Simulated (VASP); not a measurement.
Here is the system:

```yaml
crystal:
  lattice:
    - [-2.24593, 2.24593, 3.40593]
    - [2.24593, -2.24593, 3.40593]
    - [2.24593, 2.24593, -3.40593]
  atoms:
    - { symbol: B, position: [0.25000, 0.75000, 0.50000] }
    - { symbol: As, position: [0.00000, 0.00000, 0.00000] }
    - { symbol: O, position: [0.14392, 0.02663, 0.43559] }
    - { symbol: O, position: [0.97337, 0.40896, 0.11729] }
    - { symbol: O, position: [0.59104, 0.70833, 0.56441] }
    - { symbol: O, position: [0.29167, 0.85608, 0.88271] }
```

The numbers are results of PBEsol GGA, VASP's PBE PAW potentials (set 64) (plane waves; VASP), not measurements. Run with 400 eV cut-off, 8×8×8 Γ-centred mesh, Gaussian smearing of 0.010 eV, potentials B As O.

### Question
Give the energies of bands 6 to 19 at the high-symmetry points, in eV from the valence-band maximum.

### Answer

| band | Γ | X | P | N | M | S | R |
|---|---|---|---|---|---|---|---|
| 6 | -6.55 | -7.74 | -7.64 | -6.70 | -7.04 | -7.04 | -7.41 |
| 7 | -6.55 | -5.33 | -5.57 | -6.00 | -5.54 | -5.82 | -5.46 |
| 8 | -5.61 | -5.18 | -5.43 | -5.46 | -5.54 | -5.31 | -5.37 |
| 9 | -3.15 | -3.15 | -3.07 | -3.19 | -2.56 | -3.19 | -3.24 |
| 10 | -2.34 | -3.14 | -2.81 | -2.71 | -2.52 | -2.78 | -2.90 |
| 11 | -1.69 | -1.90 | -1.85 | -1.98 | -2.05 | -2.03 | -2.19 |
| 12 | -0.74 | -1.85 | -1.67 | -1.40 | -2.00 | -1.76 | -1.80 |
| 13 | -0.74 | -0.67 | -0.70 | -1.16 | -2.00 | -1.34 | -0.87 |
| 14 | -0.53 | -0.29 | -0.43 | -0.84 | -1.67 | -0.95 | -0.64 |
| 15 | -0.53 | -0.27 | -0.37 | -0.30 | -0.02 | -0.18 | -0.21 |
| 16 | -0.49 | -0.23 | -0.26 | 0.00 | -0.02 | -0.10 | -0.16 |
| 17 | 4.64 | 5.75 | 5.76 | 5.69 | 6.34 | 6.09 | 5.92 |
| 18 | 7.59 | 8.59 | 8.48 | 8.44 | 8.24 | 7.89 | 8.16 |
| 19 | 9.69 | 8.77 | 8.68 | 8.73 | 8.24 | 8.45 | 8.73 |

The gap is indirect, 4.64 eV, from the valence maximum at N to the conduction minimum at Γ.

The structure comes from a computed database's BAsO4 entry (I-4); how it stands against other phases isn't given here. The cell was not relaxed at this level.
